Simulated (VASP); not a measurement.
Output of a VASP run:

**OSZICAR**
```
       N       E                     dE             d eps       ncg     rms          rms(c)
DAV:   1     0.109006476891E+03    0.10901E+03   -0.93495E+03   528   0.126E+03
DAV:   2    -0.180104120691E+01   -0.11081E+03   -0.10511E+03   560   0.298E+02
DAV:   3    -0.669876799882E+01   -0.48977E+01   -0.48798E+01   635   0.645E+01
DAV:   4    -0.673464016497E+01   -0.35872E-01   -0.35854E-01   585   0.551E+00
DAV:   5    -0.673516433705E+01   -0.52417E-03   -0.52417E-03   630   0.653E-01    0.830E+00
DAV:   6    -0.618066223708E+01    0.55450E+00   -0.11390E+00   742   0.154E+01    0.655E+00
DAV:   7    -0.616229915964E+01    0.18363E-01   -0.22215E-01   535   0.381E+00    0.336E+00
DAV:   8    -0.616216361139E+01    0.13555E-03   -0.22389E-02   570   0.231E+00    0.316E-01
DAV:   9    -0.616185128899E+01    0.31232E-03   -0.29911E-03   610   0.940E-01    0.945E-02
DAV:  10    -0.616198716195E+01   -0.13587E-03   -0.30049E-04   540   0.174E-01    0.722E-02
DAV:  11    -0.616204779153E+01   -0.60630E-04   -0.93839E-05   568   0.119E-01    0.280E-02
DAV:  12    -0.616204443092E+01    0.33606E-05   -0.44854E-05   580   0.922E-02    0.780E-03
DAV:  13    -0.616204529243E+01   -0.86151E-06   -0.36582E-06   545   0.160E-02
   1 F= -.61620453E+01 E0= -.61620453E+01  d E =-.616205E+01
       N       E                     dE             d eps       ncg     rms          rms(c)
DAV:   1    -0.720762202782E+01   -0.10456E+01   -0.22124E+01   555   0.664E+01    0.906E+00
DAV:   2    -0.631351605307E+01    0.89411E+00   -0.20705E+00   575   0.232E+01    0.325E+00
DAV:   3    -0.620530738314E+01    0.10821E+00   -0.25766E-01   555   0.642E+00    0.287E+00
DAV:   4    -0.619061261682E+01    0.14695E-01   -0.17676E-02   535   0.121E+00    0.720E-01
DAV:   5    -0.618956088201E+01    0.10517E-02   -0.23550E-03   610   0.660E-01    0.139E-01
DAV:   6    -0.618961895070E+01   -0.58069E-04   -0.37050E-04   525   0.227E-01    0.886E-02
DAV:   7    -0.618964099656E+01   -0.22046E-04   -0.39882E-05   555   0.548E-02    0.381E-02
DAV:   8    -0.618963841746E+01    0.25791E-05   -0.90044E-06   600   0.459E-02    0.336E-03
DAV:   9    -0.618963894159E+01   -0.52413E-06   -0.59786E-07   370   0.678E-03
   2 F= -.61896389E+01 E0= -.61896389E+01  d E =-.275936E-01
       N       E                     dE             d eps       ncg     rms          rms(c)
DAV:   1    -0.627212740064E+01   -0.82489E-01   -0.16143E+00   565   0.170E+01    0.204E+00
DAV:   2    -0.620101179724E+01    0.71116E-01   -0.18259E-01   580   0.689E+00    0.699E-01
DAV:   3    -0.619414541596E+01    0.68664E-02   -0.21188E-02   550   0.168E+00    0.578E-01
DAV:   4    -0.619361233797E+01    0.53308E-03   -0.10450E-03   525   0.386E-01    0.140E-01
DAV:   5    -0.619356473316E+01    0.47605E-04   -0.18623E-04   630   0.212E-01    0.507E-02
DAV:   6    -0.619357413534E+01   -0.94022E-05   -0.35463E-05   540   0.758E-02    0.191E-02
DAV:   7    -0.619357343603E+01    0.69932E-06   -0.24391E-06   564   0.119E-02
   3 F= -.61935734E+01 E0= -.61935734E+01  d E =-.315281E-01
```

File OUTCAR:
```
------------------------ aborting loop because EDIFF is reached ----------------------------------------
  FORCE on cell =-STRESS in cart. coord.  units (eV):
  Direction    XX          YY          ZZ          XY          YZ          ZX
  --------------------------------------------------------------------------------------
  Total        0.0111058      0.0111058      0.0111058     -0.0000000     -0.0000000     -0.0000000
  in kB        0.3406813      0.3406813      0.3406813     -0.0000000     -0.0000000     -0.0000000
  external PRESSURE =       0.3406813 kB  Pullay stress =       0.0000000 kB
  volume of cell :       52.23
      direct lattice vectors                 reciprocal lattice vectors
     0.000000000  2.966837888  2.966837888    -0.168529599  0.168529599  0.168529599
     2.966837888 -0.000000000  2.966837888     0.168529599 -0.168529599  0.168529599
     2.966837888  2.966837888  0.000000000     0.168529599  0.168529599 -0.168529599
  FREE ENERGIE OF THE ION-ELECTRON SYSTEM (eV)
  ---------------------------------------------------
  free  energy   TOTEN  =        -6.1935734360 eV

  energy  without entropy=       -6.1935734360  energy(sigma->0) =       -6.19357344

 reached required accuracy - stopping structural energy minimisation
```
(Selected blocks of OUTCAR.)

**POSCAR**
```
CdS
1
    0.0000000000     2.9100000000     2.9100000000
    2.9100000000     0.0000000000     2.9100000000
    2.9100000000     2.9100000000     0.0000000000
Cd S
1 1
Direct
  0.0000000000   0.0000000000   0.0000000000
  0.2500000000   0.2500000000   0.2500000000
```

### Question
Reconstruct the remaining input files.

### Answer
Several could match; the one computed here: the input of the run itself, PW91 GGA, plane waves, VASP's PBE PAW potentials (set 64).

### INCAR
```
SYSTEM = CdS
PREC = Accurate; ENCUT = 520; LREAL = .False.
LASPH = .True.
EDIFF = 1E-6; NELM = 100; ALGO = Normal
LMAXMIX = 4
ISMEAR = 0; SIGMA = 0.05
GGA = 91
IBRION = 2; NSW = 60; ISIF = 3
EDIFFG = -0.01
LWAVE = .False.; LCHARG = .False.
```

### KPOINTS
```
Automatic mesh
0
Gamma
 7 7 7
```

POTCAR, in this order: Cd S (PBE.64 set). Program: vasp_std.

Energy and stress use the plane-wave basis of the starting cell.

The compound is CdS in the zinc blende structure, a metastable form; wurtzite is the usual one. This run relaxes it. Symmetry was kept, so distortions that lower it aren't found.
